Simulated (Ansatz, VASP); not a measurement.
# SnAs: VASP beside Ansatz

Wanted: the spread between two codes on one cell, functional and k mesh. The cell is taken from a series of runs on this material, whose earlier steps may have relaxed, scaled, displaced or heated it; both programs get it as it stands.

Calculated with Ansatz 0.2.0; plane waves, with VASP 6.6.1 beside it; zone-centre phonons at PBEsol.

**1. The structure**

The structure is cubic, space group Fm-3m (No. 225). Conventional cell: a = 5.681 Å, b = 5.681 Å, c = 5.681 Å, α = 90.00°, β = 90.00°, γ = 90.00°. Nearest to Sn lie 6 As at 2.84 Å. Nearest to As lie 6 Sn at 2.84 Å. Farther neighbours are not listed.

Coordinates:

```
Sn As
1.0
     0.00000    2.84050    2.84050
     2.84050    0.00000    2.84050
     2.84050    2.84050    0.00000
Sn As
1 1
Direct
  0.00000 0.00000 0.00000
  0.50000 0.50000 0.50000
```

**2. VASP: zone-centre phonons, PBEsol**

Second derivatives magnify differences that forces hide, and they need a tight electronic threshold.

Lines of VASP's logs that name or quote its potential files are left out, and so is its time.

Contents of INCAR:

```
SYSTEM = SnAs
PREC = Accurate
ENCUT = 500
EDIFF = 1E-08
NELM = 120
ISMEAR = 1
SIGMA = 0.15
LREAL = .FALSE.
ALGO = Normal
GGA = PS
NBANDS = 15
LORBIT = 11
LWAVE = .FALSE.
LCHARG = .FALSE.
ISIF = 2
IBRION = 8
LASPH = .TRUE.
GGA_COMPAT = .FALSE.
KPAR = 2
```

Contents of POSCAR:

```
SnAs
1.0
    0.0000000000      2.8405000000      2.8405000000
    2.8405000000      0.0000000000      2.8405000000
    2.8405000000      2.8405000000      0.0000000000
Sn As
1 1
Direct
    0.0000000000      0.0000000000      0.0000000000
    0.5000000000      0.5000000000      0.5000000000
```

Contents of KPOINTS:

```
Automatic mesh
0
Gamma
12 12 12
0 0 0
```

The projector-augmented-wave data sets are Sn_d and As (PBE family, release 64).

Run with:

```sh
mpirun -np 2 vasp_std
```

Numbers of over 12 decimals in the logs are rounded to 6 here.

The log of the run:

```text
[banner, memory and clock lines left out]
running    2 mpi-ranks, on    1 nodes
 distrk:  each k-point on    1 cores,    2 groups
 distr:  one band on    1 cores,    1 groups

 POSCAR found type information on POSCAR SnAs
 POSCAR found :  2 types and       2 ions
|                                                                             |
|               ----> ADVICE to this user running VASP <----                  |
|                                                                             |
|     You enforced a specific xc type in the INCAR file but a different       |
|     [... a line on the potential file left out ...]
|     I HOPE YOU KNOW WHAT YOU ARE DOING!                                     |
|                                                                             |

 LDA part: xc-table for (Slater+PW92), standard interpolation
 POSCAR, INCAR and KPOINTS ok, starting setup
 FFT: planning ... GRIDC
 FFT: planning ... GRID_SOFT
 FFT: planning ... GRID
 WAVECAR not read
 entering main loop
       N       E                     dE             d eps       ncg     rms          rms(c)
DAV:   1     0.113072061284E+03    0.11307E+03   -0.89585E+03  2188   0.154E+03
DAV:   2    -0.600218293307E+00   -0.11367E+03   -0.11069E+03  2356   0.369E+02
DAV:   3    -0.945988851625E+01   -0.88597E+01   -0.87822E+01  2727   0.873E+01
DAV:   4    -0.965438983138E+01   -0.19450E+00   -0.19446E+00  2503   0.141E+01
DAV:   5    -0.966111085260E+01   -0.67210E-02   -0.67209E-02  3097   0.248E+00    0.283E+00
DAV:   6    -0.955788867529E+01    0.10322E+00   -0.18896E-01  3278   0.490E+00    0.167E+00
DAV:   7    -0.954804946718E+01    0.98392E-02   -0.48332E-02  2949   0.186E+00    0.535E-01
DAV:   8    -0.954696621478E+01    0.10833E-02   -0.41810E-03  2678   0.744E-01    0.674E-02
DAV:   9    -0.954695985558E+01    0.63592E-05   -0.31915E-04  2925   0.218E-01    0.579E-02
DAV:  10    -0.954695946203E+01    0.39355E-06   -0.24817E-05  2546   0.370E-02    0.340E-02
DAV:  11    -0.954695720547E+01    0.22566E-05   -0.84771E-06  3255   0.294E-02    0.509E-03
DAV:  12    -0.954695688820E+01    0.31727E-06   -0.95470E-07  2741   0.102E-02    0.312E-03
DAV:  13    -0.954695686994E+01    0.18268E-07   -0.19099E-08  2357   0.130E-03    0.212E-03
DAV:  14    -0.954695685827E+01    0.11669E-07   -0.74305E-08  2738   0.322E-03    0.241E-04
DAV:  15    -0.954695686252E+01   -0.42523E-08   -0.47148E-09  1507   0.502E-04
   1 F= -.95469569E+01 E0= -.95471393E+01  d E =0.547244E-03
 Linear response reoptimize wavefunctions to high precision
DAV:   1    -0.954695687115E+01   -0.86338E-08   -0.27099E-10  1577   0.164E-04
DAV:   2    -0.954695687112E+01    0.31378E-10   -0.52283E-11  1472   0.767E-05
 Linear response DOF=           2
 Linear response progress:
  Degree of freedom:   1/  2
       N       E                     dE             d eps       ncg     rms          rms(c)
RMM:   1    -0.211695239998E+00   -0.21170E+00    0.56168E-01  5929   0.121E+01
RMM:   2    -0.217475012150E+00   -0.57798E-02   -0.11473E-02  8609   0.955E-01    0.540E-02
RMM:   3    -0.217510539710E+00   -0.35528E-04   -0.91709E-04  9189   0.254E-01    0.286E-02
RMM:   4    -0.217391251502E+00    0.11929E-03   -0.61823E-05  9435   0.704E-02    0.945E-03
RMM:   5    -0.217363283982E+00    0.27968E-04   -0.90543E-06  9458   0.231E-02    0.258E-03
RMM:   6    -0.217363634400E+00   -0.35042E-06   -0.16533E-06  9724   0.747E-03    0.113E-03
RMM:   7    -0.217363723246E+00   -0.88846E-07   -0.46169E-07  9740   0.287E-03    0.568E-04
RMM:   8    -0.217361848882E+00    0.18744E-05    0.77152E-07  9466   0.120E-03    0.450E-05
RMM:   9    -0.217361361235E+00    0.48765E-06    0.13923E-06 10130   0.561E-04    0.399E-05
RMM:  10    -0.217361386336E+00   -0.25101E-07    0.11186E-06 10409   0.273E-04    0.471E-05
RMM:  11    -0.217361294321E+00    0.92015E-07    0.63008E-07  9873   0.142E-04    0.366E-05
RMM:  12    -0.217361233102E+00    0.61219E-07    0.28917E-07  9984   0.748E-05    0.404E-05
 first order change of Fermi-energy  -0.32949E-03
 force on displaced ion       1 direction 1 :  -1.764   0.000   0.000
 Linear response progress:
  Degree of freedom:   2/  2
       N       E                     dE             d eps       ncg     rms          rms(c)
RMM:   1    -0.423237314900E-01   -0.42324E-01    0.74327E-02 10180   0.103E+00
RMM:   2    -0.430413709073E-01   -0.71764E-03   -0.16579E-03  8896   0.222E-01    0.621E-02
RMM:   3    -0.431955986695E-01   -0.15423E-03   -0.13255E-04  9210   0.614E-02    0.345E-02
RMM:   4    -0.434364809312E-01   -0.24088E-03   -0.27557E-05  9114   0.326E-02    0.577E-03
RMM:   5    -0.434722618267E-01   -0.35781E-04   -0.19091E-06  9197   0.943E-03    0.232E-03
RMM:   6    -0.434597959180E-01    0.12466E-04   -0.10319E-07  9300   0.236E-03    0.979E-04
RMM:   7    -0.434564347392E-01    0.33612E-05   -0.22155E-08  9309   0.657E-04    0.508E-05
RMM:   8    -0.434565048048E-01   -0.70066E-07   -0.73201E-09  9706   0.166E-04    0.227E-05
RMM:   9    -0.434564304567E-01    0.74348E-07    0.11103E-07  9800   0.569E-05    0.585E-06
RMM:  10    -0.434564324339E-01   -0.19772E-08   -0.76031E-08 10062   0.150E-05    0.292E-06
 first order change of Fermi-energy   0.68190E-03
 force on displaced ion       2 direction 1 :  -1.774   0.000   0.000
 Linear response finished
```

From OUTCAR (step 2):

```text
ion  position               nearest neighbor table
   1  0.000  0.000  0.000-   2 2.84   2 2.84   2 2.84   2 2.84   2 2.84   2 2.84
   2  0.500  0.500  0.500-   1 2.84   1 2.84   1 2.84   1 2.84   1 2.84   1 2.84

  LATTYP: Found a face centered cubic cell.
 ALAT       =     5.6810000000

 Subroutine GETGRP returns: Found 48 space group operations
 (whereof 48 operations were pure point group operations)

The static configuration has the point symmetry O_h .

 Found     72 irreducible k-points:

   k-points           NKPTS =     72   k-points in BZ     NKDIM =     72   number of bands    NBANDS=     15

   dimension x,y,z NGX =    30 NGY =   30 NGZ =   30
   dimension x,y,z NGXF=    60 NGYF=   60 NGZF=   60

   ENCUT  =  500.0 eV  36.75 Ry    6.06 a.u.   7.32  7.32  7.32*2*pi/ulx,y,z

   NELECT =      19.0000    total number of electrons

 k-points in reciprocal lattice and weights: Automatic mesh
   0.00000000  0.00000000  0.00000000       0.001
   0.08333333  0.00000000  0.00000000       0.005
   0.16666667  0.00000000  0.00000000       0.005
   0.25000000  0.00000000  0.00000000       0.005
   0.33333333  0.00000000  0.00000000       0.005
   0.41666667  0.00000000  0.00000000       0.005
   0.50000000  0.00000000  0.00000000       0.002
   0.08333333  0.08333333  0.00000000       0.003
   0.16666667  0.08333333  0.00000000       0.014
[...]
-0.33333333  0.50000000  0.16666667       0.007
  -0.25000000  0.50000000  0.25000000       0.003

 average (electrostatic) potential at core
       1 -99.6940       2 -47.2287

  Total        0.3877175      0.3877175      0.3877175     -0.0000000     -0.0000000      0.0000000
  in kB       13.5522557     13.5522557     13.5522557     -0.0000000     -0.0000000      0.0000000
  external PRESSURE =      13.5522557 kB  Pullay stress =       0.0000000 kB

  energy-cutoff  :      500.00
  volume of cell :       45.84
      direct lattice vectors                 reciprocal lattice vectors
     0.000000000  2.840500000  2.840500000    -0.176025348  0.176025348  0.176025348
     2.840500000  0.000000000  2.840500000     0.176025348 -0.176025348  0.176025348
     2.840500000  2.840500000  0.000000000     0.176025348  0.176025348 -0.176025348

 POSITION                                       TOTAL-FORCE (eV/Angst)
 -----------------------------------------------------------------------------------
      0.00000      0.00000      0.00000         0.000000     -0.000000      0.000000
      2.84050      2.84050      2.84050        -0.000000      0.000000     -0.000000
 -----------------------------------------------------------------------------------
    total drift:                               -0.000000      0.000000      0.000000

 Eigenvectors and eigenvalues of the dynamical matrix
 ----------------------------------------------------

   1 f  =    3.068955 THz    19.282813 2PiTHz  102.369323 cm-1    12.692173 meV
             X         Y         Z           dx          dy          dz
      0.000000  0.000000  0.000000    -0.000000    0.620929   -0.000000
      2.840500  2.840500  2.840500     0.000000   -0.783866   -0.000000

   2 f  =    3.068955 THz    19.282813 2PiTHz  102.369323 cm-1    12.692173 meV
             X         Y         Z           dx          dy          dz
      0.000000  0.000000  0.000000     0.000000    0.000000   -0.620929
      2.840500  2.840500  2.840500     0.000000    0.000000    0.783866

   3 f  =    3.068955 THz    19.282813 2PiTHz  102.369323 cm-1    12.692173 meV
             X         Y         Z           dx          dy          dz
      0.000000  0.000000  0.000000     0.620929    0.000000   -0.000000
      2.840500  2.840500  2.840500    -0.783866   -0.000000    0.000000

   4 f/i=    0.004338 THz     0.027258 2PiTHz    0.144707 cm-1     0.017941 meV
             X         Y         Z           dx          dy          dz
      0.000000  0.000000  0.000000     0.002262   -0.361555   -0.695499
      2.840500  2.840500  2.840500     0.001792   -0.286401   -0.550931

   5 f/i=    0.004338 THz     0.027258 2PiTHz    0.144707 cm-1     0.017941 meV
             X         Y         Z           dx          dy          dz
      0.000000  0.000000  0.000000     0.006657   -0.695468    0.361561
      2.840500  2.840500  2.840500     0.005273   -0.550906    0.286406

   6 f/i=    0.004338 THz     0.027258 2PiTHz    0.144707 cm-1     0.017941 meV
             X         Y         Z           dx          dy          dz
      0.000000  0.000000  0.000000     0.783835    0.006950   -0.001063
      2.840500  2.840500  2.840500     0.620904    0.005505   -0.000842

 ELASTIC MODULI CONTR FROM IONIC RELAXATION (kBar)
 Direction    XX          YY          ZZ          XY          YZ          ZX
 --------------------------------------------------------------------------------
 XX           0.0000      0.0000      0.0000      0.0000      0.0000      0.0000
 YY           0.0000      0.0000      0.0000      0.0000      0.0000      0.0000
 ZZ           0.0000      0.0000      0.0000      0.0000      0.0000      0.0000
 XY           0.0000      0.0000      0.0000      0.0000      0.0000      0.0000
 YZ           0.0000      0.0000      0.0000      0.0000      0.0000      0.0000
 ZX           0.0000      0.0000      0.0000      0.0000      0.0000      0.0000
 --------------------------------------------------------------------------------
```

**3. Ansatz: zone-centre phonons, PBEsol**

Ansatz runs on its default PAW (the set named soft_2) files.

The same cell, functional, mesh and smearing now go to Ansatz, which takes its cutoff from its data sets.

Contents of input.yaml:

```yaml
crystal:
  lattice:
    - [0.0, 2.8405, 2.8405]
    - [2.8405, 0.0, 2.8405]
    - [2.8405, 2.8405, 0.0]
  atoms:
    - { symbol: Sn, position: [0.0, 0.0, 0.0] }
    - { symbol: As, position: [0.5, 0.5, 0.5] }
kpoints:
  mp_grid: { grid: [12, 12, 12] }
hamiltonian:
  xc: pbesol
scf:
  occupations: { method: methfessel_paxton, width: 0.15 }
output:
  eigenvalues: true
phonons:
  method: dfpt
```

Run with:

```sh
ansatz run input.yaml --threads 4 --pin off --max-ram 7168MiB --backend cpu --events-out ev --progress --plain --runs-dir out
```

The log of the run:

```text
Engine: ansatz 0.2.0, aarch64-unknown-linux-gnu
Pseudopotentials: kind: paw
Pseudopotential: Sn, paw, valence charge 14, recommended cutoff 420 eV (normal), Sn.paw.azcp
Pseudopotential: As, paw, valence charge 15, recommended cutoff 420 eV (normal), As.paw.azcp
Functional definition: PBEsol
  exchange = pbesol_x
  correlation = pbesol_c
Crystal: 2 atoms, lattice volume = 45.837 Å³
Basis set: ecut = 420 eV, 893 PW (Γ), exchange–correlation on 54×54×54 points (8 copies of the dense FFT grid, shifted against one another)
Bands: 19, of which v1, the nominal top of the filled ones, is band 15 counted from 1 (14 counted from 0)
Symmetry: 48 space group operations
k-points: 163 of 1728 (irreducible under 8 space group operations, time reversal used)
Non-local potential: Sn, projectors of the file, l = 0: 2, l = 1: 2, l = 2: 2, l = 3: 2
Non-local potential: As, projectors of the file, l = 0: 2, l = 1: 2, l = 2: 3, l = 3: 1
PAW form: soft (Blöchl's): semilocal exchange-correlation on the pseudo side does not see the compensation charge
PAW frozen core: Sn, regenerated for the run's functional, and the local potential with it (the file was generated under x = pbe(κ = 0.804, μ = 0.219515), c = pbe(β = 0.066725))
PAW frozen core: As, regenerated for the run's functional, and the local potential with it (the file was generated under x = pbe(κ = 0.804, μ = 0.219515), c = pbe(β = 0.066725))
PAW one-centre angular grid: Sn, 590 points (default); XC on 64 Gauss nodes
PAW one-centre angular grid: As, 590 points (default); XC on 64 Gauss nodes
Initial density: superposition of atomic densities (neutral atoms: chi_scale 0, normalization atom), corrected by the library's trained network
Initial wavefunctions: pseudopotential atomic-orbital guess
Functional: x = pbesol(κ = 0.804, μ = 0.123457), c = pbesol(β = 0.046)
SCF iter   1: F=—  HF=-10762.987795 eV  |F-HF|=—  |Δ(HF+E_count)|=         —  Δρ=2.83e-3  dr2=4.97e-3  ethr=1.77e-3  ⟨swp⟩=5.2  Hψ=14516  notcnv=0
preconditioner: auto → none  [insulator: Δε(μ)=0.126 eV  Ē_g=18.410 eV  σ=0.150 eV  W_gap=0.64  n_scr=14 (ndim 8)  ℏωp=23.9 eV  f_vac=0.000  D(μ)=0.34/eV (n_scr^D=0)  ε∞_Penn≈2.7]
SCF iter   2: F=—  HF=-10762.984781 eV  |F-HF|=—  |Δ(HF+E_count)|=   3.01e-3  S|Δr|=    0.00e0  Δρ=1.03e-3  dr2=3.64e-4  ethr=1.71e-5  ⟨swp⟩=2.7  Hψ=6216  notcnv=0
SCF iter   3: F=—  HF=-10762.984670 eV  |F-HF|=—  |Δ(HF+E_count)|=   1.11e-4  S|Δr|=    0.00e0  Δρ=3.66e-4  dr2=6.17e-5  ethr=1.26e-6  ⟨swp⟩=2.7  Hψ=5396  notcnv=0
SCF iter   4: F=—  HF=-10762.984676 eV  |F-HF|=—  |Δ(HF+E_count)|=   5.58e-6  S|Δr|=    0.00e0  Δρ=1.39e-4  dr2=4.70e-6  ethr=2.13e-7  ⟨swp⟩=2.0  Hψ=3541  notcnv=0
SCF iter   5: F=—  HF=-10762.984678 eV  |F-HF|=—  |Δ(HF+E_count)|=   2.02e-6  S|Δr|=    0.00e0  Δρ=1.97e-5  dr2=1.19e-7  ethr=1.62e-8  ⟨swp⟩=2.0  Hψ=4439  notcnv=0
SCF iter   6: F=—  HF=-10762.984678 eV  |F-HF|=—  |Δ(HF+E_count)|=   3.26e-7  S|Δr|=    0.00e0  Δρ=3.33e-6  dr2=3.00e-9  ethr=4.12e-10  ⟨swp⟩=2.0  Hψ=5368  notcnv=0
SCF iter   7: F=—  HF=-10762.984678 eV  |F-HF|=—  |Δ(HF+E_count)|=  8.73e-11  S|Δr|=    0.00e0  Δρ=1.74e-6  dr2=9.82e-10  ethr=1.04e-11  ⟨swp⟩=2.0  Hψ=4656  notcnv=0
SCF iter   8: F=—  HF=-10762.984678 eV  |F-HF|=—  |Δ(HF+E_count)|=  6.42e-10  S|Δr|=    0.00e0  Δρ=4.02e-7  dr2=5.70e-11  ethr=3.39e-12  ⟨swp⟩=2.0  Hψ=4446  notcnv=0
SCF iter   9: F=-10762.984678 eV  HF=-10762.984678 eV  |F-HF|=5.46e-12  |Δ(HF+E_count)|=  3.46e-11  S|Δr|=    0.00e0  Δρ=5.08e-8  dr2=8.03e-13  ethr=1.00e-12  ⟨swp⟩=6.3  Hψ=13265  notcnv=0
SCF 1 converged in 9 iterations: F = -10762.984678 eV  dr2 = 8.03e-13
  greatest PAW one-centre occupation: 0.999 electrons in one spin orbital (limit 2), on the As atom at site 1 (counted from 0), in its partial waves of l = 2
DFPT response loops at Γ: preconditioner auto → Kerker (q_TF=auto, 2.528 Å⁻¹) (partly filled bands, converged f_vac=0.000); β = 1.00, the filter's whole step (`scf.mixing.beta` (0.50) is not read by the response loops under this deck's `scf.mixing.preconditioner`; to damp them name `kerker` or `kerker_dos`, under which they read `scf.mixing.beta`, and type it under 1.00, their step now; both keys bind the ground state too); Broyden in place of MSR1
SCF converged after 9 iterations
Stability not checked: this state was not tested for a lower state beside it, because cold or Methfessel-Paxton smearing, or corrected tetrahedra, fill the levels in a way that the test cannot read (fill_not_monotonic; see scf.lower_state_search)
Free energy (F): -10762.984678 eV
Harris-Foulkes:  -10762.984678 eV  (|F-HF|=5.46e-12)
Internal energy: -10762.985242 eV  (E = F + TS)
E sigma→0 (E₀):  -10762.984819 eV
Entropy (-TS):   0.000564 eV (0.282 meV/atom)
Fermi energy:    11.358545 eV
--- Per-component energies (eV) ---
  E_band       = -291.841120
  E_kinetic    = 291.094311
  E_local      = -2443.449811  (includes V_loc(G=0)·N_el)
  E_nonlocal   = -698.736193
  E_hartree    = 1429.975761
  E_xc         = -458.673141
  E_vxc        = -177.137372  (∫ρ·V_xc dr)
  E_paw        = -5858.120588  (= ΣΔE_a)
  E_vpaw       = -123.563545  (= ΣTr[D̂ρ^β])
  E_aug_tail   = 0.000008  (compensation charges beyond the density's cutoff)
  E_ewald      = -3026.326858
  E_core_change = 1.251268  (= ΣΔE_core)
  E_smearing   = 0.000564  (= −TS)
  E_closure    = 0.000000  (closes the sum)
  Σ components = -10762.984678   (vs F -10762.984678, Δ=0.00e0)
--- Band table (eV; the first three rows and the last of 163) ---
  k-point 0: bands = [... 11 lower, 8.7695, 10.1847, 10.1847, 10.1847, 16.8697, 16.8697, 16.8697, 17.3096]
  k-point 1: bands = [... 11 lower, 7.9807, 10.1932, 10.1932, 10.8045, 16.2808, 16.3032, 16.3032, 17.3422]
  k-point 2: bands = [... 11 lower, 6.6932, 10.2274, 10.2274, 11.5602, 15.3007, 15.3007, 15.4671, 17.3773]
  k-point 162: bands = [... 11 lower, 4.1587, 6.3321, 6.3321, 12.2568, 13.5076, 17.2702, 17.2702, 20.3172]
--- Phonons (Γ-DFPT): 2 representative perturbations + reference, on 163 of 1728 k-points (Σ response iterations 6) ---
  k mesh reduced under 8 symmetry operations, with k and −k counted as one. Each operation leaves every solved perturbation unchanged. A smaller set is not used because it would not reduce the number of displacements times k-points to solve
  ASR residual: 8.525e-5 → 0.000e0 eV/Å²; symmetrization residual: 2.005e-6 eV/Å²
  ASR residual per site (eV/Å²): 8.53e-5 1.27e-5
  Γ frequencies (cm⁻¹): 0.00 0.00 0.00 101.68 101.68 101.68
  non-analytic LO–TO correction: not included (Born effective charges unavailable; polar crystals: no LO–TO splitting at Γ)
```

**4. Comparison**

Known differences besides the potentials themselves: the data sets hold 29 valence electrons in Ansatz (on its default PAW (the set named soft_2) files) and 19 in VASP; the cutoff is 420 eV in Ansatz and 500 eV in VASP; Ansatz makes its cores anew for this functional, VASP keeps those of its PBE data sets. Total energies have different zeros and are not compared.

The two programs side by side:

```
                  quantity  Ansatz   VASP  difference
optical mode 1 to 3 (cm⁻¹)   101.7  102.4     -0.67 %
```

Modes are paired by rising frequency, not by their patterns, so a pair may set unlike modes beside each other; they are those without the splitting of longitudinal modes.

**5. What came out**

| Property | Result |
| --- | --- |
| r.m.s. difference of the optical zone-centre modes, each program's sorted by frequency (zone-centre phonons, PBEsol) | 0.69 cm⁻¹ |
| difference in optical mode 1 to 3 (zone-centre phonons, PBEsol) | -0.7 % |

What this shows: The r.m.s. difference of the optical zone-centre modes, each program's sorted by frequency is 0.69 cm⁻¹ (zone-centre phonons, PBEsol). The data sets hold unlike numbers of valence electrons (29 in Ansatz and 19 in VASP), so part of the differences comes from the potentials. Among the rows given in per cent, the largest difference of the zone-centre phonons, PBEsol pair is in optical mode 1 to 3, -0.7 %. How closely two codes agree says nothing of how well the functional describes the real material.

[Lines on the potential files, build, host, timing and source positions are cut from VASP's logs without a mark.]

[Logs are printed without paths, hosts, clocks, repeated set-up lines and the standing remarks that a program may print on its own settings, such as how far it seeks lower states.]

[Hosts, paths, dates, database ids (printed as entryN), source tags and the programs' standing remarks are cut or masked in the printed files.]
